A basis set that is too coarse should spoil the energy of a crystal and leave its size roughly right, because the missing detail sits close to the atoms and moves along with them. For aluminium nitride in its cubic zinc-blende form, this expectation fails badly. At the lowest cutoff the relaxed cell loses more than a sixth of its volume, while the two highest cutoffs make the same cell grow slightly.

VASP 6.6.1 relaxations of cell and atoms for zinc-blende AlN (two-atom primitive cell), using PBE without dispersion correction or spin polarisation and the recommended PAW PBE potentials. All runs use a 12 × 12 × 12 k-point mesh and Gaussian smearing of 0.02 eV. Volume changes and energy drops are counted from the starting cell.

```
wave cutoff  volume change (%)  relaxed length a (Å)  energy drop per atom (meV)
     200 eV            -17.680                 2.895                       445.7
     250 eV            -11.000                 2.971                       138.7
     350 eV             -1.920                 3.069                         3.1
     520 eV              2.290                 3.112                         3.4
     700 eV              2.220                 3.111                         3.2
```

The wave cutoff is the kinetic energy of the finest plane wave in the basis, and the volume change is counted from the starting cell. The relaxed lengths are the three equal edges of the two-atom cell, and the energy drop is what the relaxation gains. Every row is the same insulator with the same symmetry, so the shrinkage is not a change of phase. The growth of about 2.2 % at 520 and 700 eV is the calculation's own equilibrium, which is a little larger than the supplied cell; the contractions at lower cutoff are errors measured against it. The standard nitrogen potential recommends a cutoff of about 400 eV, so the three lowest rows all lie below its proper range.

Picture one electron bound tightly to a centre in a periodic box and described by a fixed number of sine waves. If the box shrinks, every wave shortens with it, the description near the centre becomes finer, and the energy falls although nothing physical has improved. The crystal does the same, because the program keeps its starting set of waves while the cell relaxes: at a nominal 200 eV, the finest wave in the final cell corresponds to 228 eV. This reward for shrinking acts as an inward pressure, known as Pulay stress. The box explains the direction of the error, but its size depends on the real atoms and on how strongly the crystal resists.

That resistance grows under compression. For many solids the bulk modulus rises roughly as $(V_0/V)^4$, where $V$ is the relaxed volume and $V_0$ the volume with a good basis, here that of the 700 eV row. Adding up the resistance from $V_0$ down to $V$ gives a pressure proportional to

$$y=\left(\frac{V_0}{V}\right)^4-1 .$$

The quantity $y$ therefore measures how hard the poor basis squeezes, and it should fade as waves are added. The rule for this nitride is that **$y$ is 0.75 at 250 eV and halves with every further 50 eV**. Both constants are rounded from the 250 and 350 eV rows, and the steady halving is an empirical choice, not a result of theory.

The 200 eV row played no part in setting these two constants, so it can serve as a check on them. One step of 50 eV below 250 eV doubles $y$ to 1.5, which makes $(V_0/V)^4$ equal to 2.5. Two square roots give first 1.581 and then 1.2574, so $V$ is $1/1.2574=0.7953$ of $V_0$. Since $V_0$ is 1.0222 times the starting volume, the cell ends at $0.7953\times1.0222=0.813$ of its start. The estimate is a loss of 18.7 %, where the calculation gives 17.7 %.

The 520 eV row tests the other end. It lies 5.4 halvings above 250 eV, which leaves $y$ near 0.018 and $V$ at 0.996 of $V_0$. The rule then predicts a growth of 1.8 % from the starting cell, against 2.3 % in the table. Half a percentage point looks harmless, but it is a failure of form: the rule still expects a small contraction where the calculation has practically none. Somewhere above 350 eV the error fades faster than by steady halving.

The two extremes show why the fourth power is worth its trouble. When $y$ is small, the lost fraction of volume is about $y/4$, so in the rule the contraction itself halves every 50 eV, although the 520 eV row shows the calculated one fading faster. When $y$ is large, the crystal has stiffened so much that doubling the squeeze removes only about a sixth of the remaining volume. A contraction that simply kept doubling towards low cutoff would sooner or later predict a cell of no volume at all. Set to the same two rows, that simpler rule already misses the 200 eV volume change by 3.7 percentage points, against 1.0 for the rule with stiffening.

The same picture gives the energy drop. Near its minimum an energy curve is a parabola, so the gain per atom is about

$$\Delta E\approx\tfrac12\,B\,(1+y)\,V_s\,\varepsilon^2 ,$$

where $B$ is the ordinary bulk modulus, $1+y$ the factor by which it has stiffened at the relaxed volume, $V_s$ the starting volume per atom and $\varepsilon$ the volume change as a fraction. With $B$ near 200 GPa, a value that the 520 and 700 eV rows support, $\tfrac12BV_s$ is about 6.5 eV. If the volume change is taken from the table, the formula comes within 9 % of the energy drop in every row. At 200 eV part of this agreement is expected to be a cancellation of errors, because the cell shrinks too far for a true parabola, and a strict one drawn about the relaxed cell would give a larger drop. If the volume too is estimated by hand, the square magnifies its error, and the result is 28 % too high at 200 eV and 39 % too low at 520 eV.

The square also exposes a trap for anyone who judges a relaxation by how little energy it gains. The drop at 350 eV is 3.1 meV per atom, almost the same as the 3.4 meV at 520 eV, yet one cell shrank and the other grew. A parabola does not record the direction in which it was descended. The final stress is no better as a guide: it is close to zero in every row, because the optimiser balances the false pressure together with the real one. What exposes the error is the relaxed volume compared between cutoffs.

Pulay stress is standard theory and accounts for the direction of the contraction, but it does not by itself explain the energies at the lowest cutoffs. Missing waves alone should raise the energy, whereas the relaxed cell at 200 eV lies 532 meV per atom below the one at 700 eV. Even before relaxation it was about 90 meV too low. A likely reason is bookkeeping: VASP corrects its energies for the estimated cutoff error of the free atoms. This shift is the same for every volume at a given cutoff, so it can carry the total below the converged value without squeezing the cell. The outputs do not list the correction, and other errors of the coarse basis may also play a part, so $y$ is best read as the combined squeeze of all cutoff errors.

Within these limits the rule gives the volume change to about one percentage point in all five rows, provided that one well-converged volume is known. Only the 200 and 520 eV rows are independent tests, since the others set the constants and $V_0$. Its constants belong to this crystal and these potentials. The reasoning travels further than the numbers: atoms whose orbitals vary more sharply need a higher cutoff before the squeeze fades, and a softer crystal yields more to the same squeeze. The printed analysis that follows sets the estimates beside the calculated values row by row.

Output of the analysis:

```
cutoff step that halves y, from the 250 and 350 eV rows (eV): 48.99
bulk modulus implied by the 700 eV energy drop (GPa): 199.7
Shrinkage against the 700 eV cell:
     row  deficit_percent    y_table    y_rule  rough_inward_pressure_GPa  effective_final_cutoff_eV
  200 eV            19.47      1.378       1.5                      68.88                      227.7
  250 eV            12.93     0.7401      0.75                      37.01                      270.2
  350 eV             4.05     0.1798    0.1875                      8.992                      354.6
  520 eV         -0.06848  -0.002735   0.01776                    -0.1367                      512.2
  700 eV                0          0  0.001465                          0                      689.8
Steps of the hand rule:
     row  one_plus_y  first_root  second_root  V_over_V0  length_rule_angstrom  length_miss_angstrom
  200 eV         2.5       1.581        1.257     0.7953                 2.882              -0.01271
  250 eV        1.75       1.323         1.15     0.8694                 2.969             -0.001749
  350 eV       1.188        1.09        1.044     0.9579                 3.067             -0.002235
  520 eV       1.018       1.009        1.004     0.9956                 3.106             -0.005561
  700 eV       1.001       1.001            1     0.9996                 3.111            -0.0003795
Volume change in percent:
     row  table_value    rule  rule_miss_points  rival  rival_miss_points
  200 eV       -17.68  -18.71            -1.027  -21.4             -3.724
  250 eV          -11  -11.13           -0.1257    -11          1.776e-15
  350 eV        -1.92  -2.079           -0.1586  -1.92          4.441e-16
  520 eV         2.29   1.771           -0.5189  1.645            -0.6452
  700 eV         2.22   2.183           -0.0374  2.149           -0.07115
Energy drop in meV per atom:
     row  table_value  constant_stiffness  stiffened  stiffened_miss_percent  rule_volume_used  chained_miss_percent
  200 eV        445.7               203.3      483.3                   8.443               569                 27.67
  250 eV        138.7               78.69      136.9                   -1.27             140.9                 1.571
  350 eV          3.1               2.398      2.829                  -8.753             3.337                 7.643
  520 eV          3.4               3.411      3.401                 0.03689             2.076                -38.94
  700 eV          3.2               3.205      3.205                  0.1644             3.103                 -3.04
Energies against the 700 eV row in meV per atom:
     row  before_relaxation  after_relaxation
  200 eV             -89.61            -532.1
  250 eV              6.195            -129.3
  350 eV              10.64             10.74
  520 eV               2.31              2.11
  700 eV                  0                 0
table energy drop over constant-stiffness estimate at 200 eV (ratio): 2.192
volume change at 520 less that at 700 eV (percentage points): 0.07
```
